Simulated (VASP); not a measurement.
ZnPb2N2:

```
Pb Zn N
1.0
     3.67365    0.00000    0.00000
    -1.83682    3.18147    0.00000
     0.00000    0.00000    9.26716
Pb Zn N
2 1 2
Cartesian
  0.0000 2.1210 7.5348
  1.8368 1.0605 1.7323
  0.0000 0.0000 4.6336
  0.0000 0.0000 2.7957
  0.0000 0.0000 6.4714
```

The cell comes from a database or a generator and needn't be the stable form of this composition.

* Program: VASP 6.6.1
* Task: single point
* Functional: PBE
* Potentials or basis: VASP PAW PBE potentials, release 64 (Pb_d, Zn, N)
* Cutoff: 520 eV
* k mesh: 8 × 8 × 3
* Occupations: fermi-dirac, width 0.05 eV
* Spin: no spin polarisation

On this cell: pressure -0.1 GPa; largest force 0.016 eV/Å; band gap on the k mesh 0.67 eV, indirect (least direct gap 1.37 eV).

The same run follows on a disturbed copy (atoms moved at random, drawn with an rms of 0.05 Å):

```
Pb Zn N
1.0
     3.67365    0.00000    0.00000
    -1.83682    3.18147    0.00000
     0.00000    0.00000    9.26716
Pb Zn N
2 1 2
Direct
  0.32836 0.65063 0.81535
  0.67081 0.35146 0.18824
  0.98186 0.99169 0.49785
  0.99133 0.99476 0.30397
  0.00965 0.00578 0.69106
```

Q: What changes?

A: The energy moves by +17.4 meV/atom; pressure 0.4 GPa; largest force 1.389 eV/Å; band gap on the k mesh 0.69 eV, indirect (least direct gap 1.13 eV).

Forces in eV/Å, atoms in the order of the input:
```
Pb   0.018  0.248 -0.683
Pb  -0.020 -0.353  0.035
Zn   0.117  0.069  0.070
N   -0.039  0.295 -0.785
N   -0.076 -0.259  1.363
```

Stress tensor (GPa, compression positive):
```
-1.17 -0.06  0.14
-0.06 -0.57  0.96
 0.14  0.96  2.80
```

Caveats: spin-orbit coupling is left out, which as a rule narrows the gap of such compounds by several tenths of an eV; an odd mesh through Γ misses points on the zone boundary, where band edges often lie.
